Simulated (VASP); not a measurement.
Given:

```xyz
5
Lattice="3.9132 0.0000 0.0000 0.0000 3.9132 0.0000 0.0000 0.0000 3.9132" Properties=species:S:1:pos:R:3 pbc="T T T"
K      0.0000     0.0000     0.0000
Ta     1.9566     1.9566     1.9566
O      1.9566     0.0000     1.9566
O      0.0000     1.9566     1.9566
O      1.9566     1.9566     0.0000
```

Calculation: PBE GGA, VASP's PBE PAW potentials (set 64) (plane waves; VASP). Run with 620 eV cut-off, 6×6×6 Γ-centred mesh, Gaussian smearing of 0.050 eV, potentials K_sv Ta_pv O.

Energy and stress use the plane-wave basis of the starting cell.

**Question.** The ions, cell shape and volume at an external pressure of 30.0 GPa are relaxed. What does this cell relax into?

**Answer.** 
```xyz
5
Lattice="3.8681 0.0000 0.0000 0.0000 3.8681 0.0000 0.0000 0.0000 3.8681" Properties=species:S:1:pos:R:3 pbc="T T T"
K      0.0000     0.0000     0.0000
Ta     1.9341     1.9341     1.9341
O      1.9341     0.0000     1.9341
O      0.0000     1.9341     1.9341
O      1.9341     1.9341     0.0000
```
Space group Pm-3m (221), at a tolerance of 0.03 Å.

**Question.** How do energy and volume change from the first to the last step?

**Answer.** The energy (σ→0) changes by +63.2 meV/atom and the volume by -3.4 %, in 4 ionic steps.

| step | E(σ→0) (eV) | max force (eV/Å) | pressure (GPa) | volume (Å³) |
|---|---|---|---|---|
| 1 | -40.7574 | 0.000 | 19.77 | 59.92 |
| 2 | -39.2651 | 0.000 | 58.62 | 53.53 |
| 3 | -40.4506 | 0.000 | 29.71 | 57.92 |
| 4 | -40.4415 | 0.000 | 29.97 | 57.88 |

The compound is KTaO3 in the cubic perovskite structure. This run relaxes it under an external pressure of 30 GPa. Symmetry was kept, so distortions that lower it aren't found.
